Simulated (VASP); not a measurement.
# FeCuSO: magnetic orders, part 6 of 7

Wanted: the lowest of several collinear orders of FeCuSO. The start is a cell from a database of measured crystal structures.

VASP 6.6.1, plane waves and PAW; the level of theory is named at each step.

Still holding for the runs below: The k-mesh is coarse for a metal.

So far. Step 8 (Magnetic order, start order ferri 5, signs +++-): The largest moment at the end is 4.04 μB, and the moments of the cell sum to 0.00 μB. The relaxed cell has a = 3.829, c = 7.562 Å (conventional setting).

## Step 10: No spin polarisation

This step: r2SCAN, DFT+U (Cu d 5 eV, Fe d 3 eV), no spin polarisation; plane waves and PAW (Cu, Fe, S, O) (VASP 6.6.1).

A run without spin shows what magnetism as such gains.

INCAR reads:

```
SYSTEM = FeCuSO
PREC = Normal
ENCUT = 480
EDIFF = 1E-06
NELM = 150
ISMEAR = 0
SIGMA = 0.05
LREAL = .FALSE.
ALGO = Normal
METAGGA = R2SCAN
LASPH = .TRUE.
NBANDS = 39
LDAU = .TRUE.
LDAUTYPE = 2
LDAUL = 2 2 -1 -1
LDAUU = 5 3 0 0
LDAUJ = 0 0 0 0
LDAUPRINT = 1
LMAXMIX = 4
LORBIT = 11
LWAVE = .FALSE.
LCHARG = .FALSE.
AMIX = 0.2
BMIX = 1E-04
AMIX_MAG = 0.8
BMIX_MAG = 1E-04
```

POSCAR reads:

```
FeCuSO
1.0
    3.8289529429      0.0000000000      0.0000000000
    0.0000000000      3.8289529429      0.0000000000
    0.0000000000      0.0000000000      7.5623732574
Cu Fe S O
2 2 2 2
Direct
    0.5000000000      0.5000000000      0.5000000000
    0.0000000000      0.0000000000      0.5000000000
    0.0000000000      0.0000000000      0.0000000000
    0.5000000000      0.5000000000      0.0000000000
    0.0000000000      0.5000000000      0.6737580009
    0.5000000000      0.0000000000      0.3262419991
    0.0000000000      0.5000000000      0.0743867379
    0.5000000000      0.0000000000      0.9256132621
```

KPOINTS reads:

```
Automatic mesh
0
Gamma
5 5 2
0 0 0
```

Potentials, in the order of the species: Cu, Fe, S and O (PBE family, release 64).

Launch:

```
mpirun -np 1 vasp_std
```

Output:

```text
[... set-up lines as in an earlier step ...]
 entering main loop
       N       E                     dE             d eps       ncg     rms          rms(c)
DAV:   1     0.595342081785E+03    0.59534E+03   -0.27360E+04   936   0.196E+03
DAV:   2     0.269592089933E+02   -0.56838E+03   -0.54467E+03   943   0.452E+02
DAV:   3    -0.833080406797E+02   -0.11027E+03   -0.10268E+03  1328   0.213E+02
DAV:   4    -0.913081897019E+02   -0.80001E+01   -0.78204E+01  1356   0.635E+01
DAV:   5    -0.915547683499E+02   -0.24658E+00   -0.24597E+00  1444   0.117E+01    0.294E+01
DAV:   6    -0.959626255155E+02   -0.44079E+01   -0.14325E+02  1485   0.936E+01    0.708E+01
DAV:   7    -0.687239883867E+02    0.27239E+02   -0.48983E+01  1609   0.105E+02    0.153E+01
DAV:   8    -0.692534567349E+02   -0.52947E+00   -0.45670E+00  1426   0.372E+01    0.119E+01
DAV:   9    -0.699232689818E+02   -0.66981E+00   -0.33155E+00  1490   0.347E+01    0.741E+00
DAV:  10    -0.698869062833E+02    0.36363E-01   -0.82393E-01  1560   0.159E+01    0.525E+00
DAV:  11    -0.699724148950E+02   -0.85509E-01   -0.16201E-01  1600   0.546E+00    0.433E+00
DAV:  12    -0.702021815337E+02   -0.22977E+00   -0.15715E-01  1460   0.273E+00    0.436E+00
DAV:  13    -0.703727980337E+02   -0.17062E+00   -0.22246E-01  1752   0.513E+00    0.443E+00
DAV:  14    -0.700269527323E+02    0.34585E+00   -0.81488E-01  1574   0.781E+00    0.334E+00
DAV:  15    -0.700648691921E+02   -0.37916E-01   -0.18247E-01  1600   0.650E+00    0.219E+00
DAV:  16    -0.701468868382E+02   -0.82018E-01   -0.14146E-01  1525   0.421E+00    0.955E-01
DAV:  17    -0.701361599457E+02    0.10727E-01   -0.57897E-02  1434   0.335E+00    0.101E+00
DAV:  18    -0.701397233251E+02   -0.35634E-02   -0.12042E-02  1434   0.971E-01    0.562E-01
DAV:  19    -0.701377226624E+02    0.20007E-02   -0.47894E-03  1514   0.126E+00    0.201E-01
DAV:  20    -0.701379141072E+02   -0.19144E-03   -0.35433E-03  1447   0.348E-01    0.267E-01
DAV:  21    -0.701379030032E+02    0.11104E-04   -0.97979E-04  1636   0.341E-01    0.910E-02
DAV:  22    -0.701379997042E+02   -0.96701E-04   -0.31677E-04  1331   0.116E-01    0.638E-02
DAV:  23    -0.701380173120E+02   -0.17608E-04   -0.62513E-05  1264   0.838E-02    0.397E-02
DAV:  24    -0.701379976609E+02    0.19651E-04   -0.48949E-05  1477   0.604E-02    0.297E-02
DAV:  25    -0.701379978414E+02   -0.18049E-06   -0.58750E-06  1084   0.167E-02
   1 F= -.70137998E+02 E0= -.70129912E+02  d E =-.161712E-01
```

Run time: 80 s. Hardware: 1 MPI rank of Intel Xeon 6975P-C (Granite Rapids), shared host; peak memory 0.19 GiB.

Parts of OUTCAR (step 10):

```text
   k-points           NKPTS =     12   k-points in BZ     NKDIM =     12   number of bands    NBANDS=     39

   NELECT =      62.0000    total number of electrons

atom =   1  type =  1  l = 2

 onsite density matrix

spin component  1

  0.9520  0.0000 -0.0000 -0.0000 -0.0000
  0.0000  0.9337 -0.0000 -0.0000 -0.0000
 -0.0000 -0.0000  0.9553  0.0000 -0.0000
 -0.0000 -0.0000  0.0000  0.9337 -0.0000
 -0.0000 -0.0000 -0.0000 -0.0000  0.9260

spin component  2

 occupancies and eigenvectors

  o =  0.9260  v =  0.0000  0.0000  0.0000  0.0000  1.0000  0.0000  0.0000  0.0000  0.0000  0.0000      0.0000  0.0000  0.0000  0.0000  0.0000  0.0000  0.0000  0.0000  0.0000  0.0000
  o =  0.9260  v =  0.0000  0.0000  0.0000  0.0000  0.0000  0.0000  0.0000  0.0000  0.0000  1.0000      0.0000  0.0000  0.0000  0.0000  0.0000  0.0000  0.0000  0.0000  0.0000  0.0000
  o =  0.9337  v =  0.0000  0.4722 -0.0000  0.8815 -0.0000  0.0000  0.0000  0.0000  0.0000  0.0000      0.0000  0.0000  0.0000  0.0000  0.0000  0.0000  0.0000  0.0000  0.0000  0.0000
  o =  0.9337  v =  0.0000  0.0000  0.0000  0.0000  0.0000  0.0000  0.4722 -0.0000  0.8815 -0.0000      0.0000  0.0000  0.0000  0.0000  0.0000  0.0000  0.0000  0.0000  0.0000  0.0000
  o =  0.9337  v =  0.0000  0.8815  0.0000 -0.4722 -0.0000  0.0000  0.0000  0.0000  0.0000  0.0000      0.0000  0.0000  0.0000  0.0000  0.0000  0.0000  0.0000  0.0000  0.0000  0.0000
  o =  0.9337  v =  0.0000  0.0000  0.0000  0.0000  0.0000  0.0000  0.8815  0.0000 -0.4722 -0.0000      0.0000  0.0000  0.0000  0.0000  0.0000  0.0000  0.0000  0.0000  0.0000  0.0000
  o =  0.9520  v =  1.0000  0.0000  0.0000  0.0000  0.0000  0.0000  0.0000  0.0000  0.0000  0.0000      0.0000  0.0000  0.0000  0.0000  0.0000  0.0000  0.0000  0.0000  0.0000  0.0000
  o =  0.9520  v =  0.0000  0.0000  0.0000  0.0000  0.0000  1.0000  0.0000  0.0000  0.0000  0.0000      0.0000  0.0000  0.0000  0.0000  0.0000  0.0000  0.0000  0.0000  0.0000  0.0000
  o =  0.9553  v =  0.0000  0.0000  0.0000  0.0000  0.0000  0.0000 -0.0000  1.0000  0.0000 -0.0000      0.0000  0.0000  0.0000  0.0000  0.0000  0.0000  0.0000  0.0000  0.0000  0.0000
  o =  0.9553  v =  0.0000 -0.0000  1.0000  0.0000 -0.0000  0.0000  0.0000  0.0000  0.0000  0.0000      0.0000  0.0000  0.0000  0.0000  0.0000  0.0000  0.0000  0.0000  0.0000  0.0000

atom =   2  type =  1  l = 2

 onsite density matrix

spin component  1

  0.9520  0.0000 -0.0000 -0.0000  0.0000
  0.0000  0.9337 -0.0000 -0.0000 -0.0000
 -0.0000 -0.0000  0.9553 -0.0000 -0.0000
 -0.0000 -0.0000 -0.0000  0.9337 -0.0000
  0.0000 -0.0000 -0.0000 -0.0000  0.9260

spin component  2

 occupancies and eigenvectors

  o =  0.9260  v =  0.0000  0.0000 -0.0000 -0.0000 -1.0000  0.0000  0.0000  0.0000  0.0000  0.0000      0.0000  0.0000  0.0000  0.0000  0.0000  0.0000  0.0000  0.0000  0.0000  0.0000
  o =  0.9260  v =  0.0000  0.0000  0.0000  0.0000  0.0000  0.0000  0.0000 -0.0000 -0.0000 -1.0000      0.0000  0.0000  0.0000  0.0000  0.0000  0.0000  0.0000  0.0000  0.0000  0.0000
  o =  0.9337  v =  0.0000  0.0571  0.0000 -0.9984  0.0000  0.0000  0.0000  0.0000  0.0000  0.0000      0.0000  0.0000  0.0000  0.0000  0.0000  0.0000  0.0000  0.0000  0.0000  0.0000
  o =  0.9337  v =  0.0000  0.0000  0.0000  0.0000  0.0000  0.0000  0.0571  0.0000 -0.9984  0.0000      0.0000  0.0000  0.0000  0.0000  0.0000  0.0000  0.0000  0.0000  0.0000  0.0000
  o =  0.9337  v =  0.0000  0.9984 -0.0000  0.0571  0.0000  0.0000  0.0000  0.0000  0.0000  0.0000      0.0000  0.0000  0.0000  0.0000  0.0000  0.0000  0.0000  0.0000  0.0000  0.0000
  o =  0.9337  v =  0.0000  0.0000  0.0000  0.0000  0.0000  0.0000  0.9984 -0.0000  0.0571  0.0000      0.0000  0.0000  0.0000  0.0000  0.0000  0.0000  0.0000  0.0000  0.0000  0.0000
  o =  0.9520  v =  1.0000  0.0000  0.0000  0.0000  0.0000  0.0000  0.0000  0.0000  0.0000  0.0000      0.0000  0.0000  0.0000  0.0000  0.0000  0.0000  0.0000  0.0000  0.0000  0.0000
[...]
o =  0.9258  v =  0.0000  0.0000  0.0000  0.0000  0.0000  1.0000  0.0000  0.0000  0.0000  0.0000      0.0000  0.0000  0.0000  0.0000  0.0000  0.0000  0.0000  0.0000  0.0000  0.0000

atom =   4  type =  2  l = 2

 onsite density matrix

spin component  1

  0.9258  0.0000  0.0000  0.0000 -0.0000
  0.0000  0.6447 -0.0000 -0.0000  0.0000
  0.0000 -0.0000  0.6948  0.0000  0.0000
  0.0000 -0.0000  0.0000  0.6447  0.0000
 -0.0000  0.0000  0.0000  0.0000  0.2514

spin component  2

 occupancies and eigenvectors

  o =  0.2514  v =  0.0000 -0.0000 -0.0000 -0.0000  1.0000  0.0000  0.0000  0.0000  0.0000  0.0000      0.0000  0.0000  0.0000  0.0000  0.0000  0.0000  0.0000  0.0000  0.0000  0.0000
  o =  0.2514  v =  0.0000  0.0000  0.0000  0.0000  0.0000  0.0000 -0.0000 -0.0000 -0.0000  1.0000      0.0000  0.0000  0.0000  0.0000  0.0000  0.0000  0.0000  0.0000  0.0000  0.0000
  o =  0.6447  v =  0.0000  1.0000  0.0000  0.0010  0.0000  0.0000  0.0000  0.0000  0.0000  0.0000      0.0000  0.0000  0.0000  0.0000  0.0000  0.0000  0.0000  0.0000  0.0000  0.0000
  o =  0.6447  v =  0.0000  0.0000  0.0000  0.0000  0.0000  0.0000  1.0000  0.0000  0.0010  0.0000      0.0000  0.0000  0.0000  0.0000  0.0000  0.0000  0.0000  0.0000  0.0000  0.0000
  o =  0.6447  v =  0.0000  0.0010 -0.0000 -1.0000 -0.0000  0.0000  0.0000  0.0000  0.0000  0.0000      0.0000  0.0000  0.0000  0.0000  0.0000  0.0000  0.0000  0.0000  0.0000  0.0000
  o =  0.6447  v =  0.0000  0.0000  0.0000  0.0000  0.0000  0.0000  0.0010 -0.0000 -1.0000 -0.0000      0.0000  0.0000  0.0000  0.0000  0.0000  0.0000  0.0000  0.0000  0.0000  0.0000
  o =  0.6948  v =  0.0000  0.0000  0.0000  0.0000  0.0000  0.0000 -0.0000  1.0000 -0.0000  0.0000      0.0000  0.0000  0.0000  0.0000  0.0000  0.0000  0.0000  0.0000  0.0000  0.0000
  o =  0.6948  v =  0.0000 -0.0000  1.0000 -0.0000  0.0000  0.0000  0.0000  0.0000  0.0000  0.0000      0.0000  0.0000  0.0000  0.0000  0.0000  0.0000  0.0000  0.0000  0.0000  0.0000
  o =  0.9258  v =  1.0000  0.0000  0.0000  0.0000  0.0000  0.0000  0.0000  0.0000  0.0000  0.0000      0.0000  0.0000  0.0000  0.0000  0.0000  0.0000  0.0000  0.0000  0.0000  0.0000
  o =  0.9258  v =  0.0000  0.0000  0.0000  0.0000  0.0000  1.0000  0.0000  0.0000  0.0000  0.0000      0.0000  0.0000  0.0000  0.0000  0.0000  0.0000  0.0000  0.0000  0.0000  0.0000

 E-fermi :   4.1292

 k-point     1 :       0.0000    0.0000    0.0000
  band No.  band energies     occupation
    ...
     24       2.3978      2.00000
     25       3.2152      2.00000
     26       3.7030      2.00000
     27       4.1391      0.77805
     28       4.1391      0.77803
     29       4.1692      0.25790
     30       4.1692      0.25790
     31       4.2246      0.00697
     32       4.5926      0.00000
     33       4.9502      0.00000
    ...

 k-point     2 :       0.2000    0.0000    0.0000
  band No.  band energies     occupation
    ...
     26       3.5247      2.00000
     27       3.6166      2.00000
     28       3.7885      2.00000
     29       3.8730      2.00000
     30       4.1426      0.70516
     31       4.2653      0.00012
     32       4.4268      0.00000
     33       4.7543      0.00000
     34       4.9160      0.00000
     35       5.9492      0.00000
    ...

  Total       -7.6386614     -7.6386614     -4.9393827      0.0000000      0.0000000      0.0000000
  in kB     -110.3849009   -110.3849009    -71.3781177      0.0000000      0.0000000      0.0000000
  external PRESSURE =     -97.3826399 kB  Pullay stress =       0.0000000 kB

 POSITION                                       TOTAL-FORCE (eV/Angst)
 -----------------------------------------------------------------------------------
      1.91448      1.91448      3.78119        -0.000000      0.000000      0.000000
      0.00000      0.00000      3.78119         0.000000      0.000000      0.000000
      0.00000      0.00000      0.00000         0.000000      0.000000      0.000000
      1.91448      1.91448      0.00000         0.000000     -0.000000      0.000000
      0.00000      1.91448      5.09521         0.000000      0.000000      0.055543
      1.91448      0.00000      2.46716         0.000000      0.000000     -0.055543
      0.00000      1.91448      0.56254         0.000000     -0.000000     -1.105663
      1.91448      0.00000      6.99983         0.000000      0.000000      1.105663
 -----------------------------------------------------------------------------------
    total drift:                                0.000000      0.000000      0.000000

  FREE ENERGIE OF THE ION-ELECTRON SYSTEM (eV)
  ---------------------------------------------------
  free  energy   TOTEN  =       -70.1379978414 eV

  energy  without entropy=      -70.1218266375  energy(sigma->0) =      -70.12991224

[... 8 parts as in an earlier step ...]

[... 7 further parts left out ...]
```

This run has no spin polarisation, so a moment on Cu and Fe, if there is one, isn't seen.

Numbers from this step:

```
electronic cycles       : 25
free energy (TOTEN)     : -70.1380 eV
energy at zero smearing : -70.1299 eV
Fermi energy            : 4.129 eV
```

Force by atom:

```tsv
atom	x (eV/Å)	y (eV/Å)	z (eV/Å)	size
Cu1	0.00	0.00	0.00	0.00
Cu2	0.00	0.00	0.00	0.00
Fe3	0.00	0.00	0.00	0.00
Fe4	0.00	0.00	0.00	0.00
S5	0.00	0.00	0.06	0.06
S6	0.00	0.00	-0.06	0.06
O7	0.00	0.00	-1.11	1.11
O8	0.00	0.00	1.11	1.11
```

Energy at zero smearing: -70.12991 eV.

## Step 11: Summary

This step: collinear magnetic orders, r2SCAN, DFT+U (Cu d 5 eV, Fe d 3 eV); plane waves and PAW (VASP 6.6.1).

This step runs nothing: it gathers the runs above.

This step gave:

```yaml
mean_moment_in_the_lowest_run: 4.041 μB
```

Orders, by row:

```tsv
order	signs	energy above the lowest (meV/magnetic atom)	total moment (μB)	mean moment on carriers (μB)	gap on the mesh (eV)	signs at the end, of the atoms given a moment
fm	++++	0	9.188	4.041	0	00++
afm 1	+-+-	274	0	4.041	0	00+-
ferri 2	++--	0	-9.187	4.041	0	00--
afm 3	+--+	274	0	4.041	0	00-+
ferri 4	+-++	0	9.188	4.04	0	00++
ferri 5	+++-	274	8.00e-4	4.04	0	00+-
nm		3893	0	0	0	-
```

(Continued in part 7 of 7.)

[Lines on the potential files, build, host, timing and source positions are cut from VASP's logs without a mark.]

[Logs are printed without paths, hosts, clocks, repeated set-up lines and the standing remarks that a program may print on its own settings, such as how far it seeks lower states.]

[Hosts, paths, dates, database ids (printed as entryN), source tags and the programs' standing remarks are cut or masked in the printed files.]

[In band tables of VASP the shares of atoms and orbitals are scaled to a sum of 1 inside the atoms' spheres.]

[Runs that stopped without an error message from VASP are left out.]
